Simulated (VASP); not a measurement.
Here is the system:

```yaml
crystal:
  lattice:
    - [2.13456, -3.69717, 0.00000]
    - [2.13456, 3.69717, 0.00000]
    - [0.00000, 0.00000, 6.91141]
  atoms:
    - { symbol: Cd, position: [0.00000, 0.00000, 0.00000] }
    - { symbol: I, position: [0.33333, 0.66667, 0.25070] }
    - { symbol: I, position: [0.66667, 0.33333, 0.74930] }
```

Method: rev-vdW-DF2, VASP's PBE PAW potentials (set 64) (plane waves; VASP 6.6.1). Settings: 520 eV cut-off, 7×7×4 Γ-centred mesh, tetrahedra with Blöchl corrections, potentials Cd I.

**Question.** Estimate the energy per atom (σ→0).

**Answer.** 
```yaml
energy per atom (σ→0): 0.256 eV/atom
```

The absolute energy has meaning only against runs of the same code, potentials and settings.

The compound is CdI2 in the 1T layered structure. It was relaxed first.
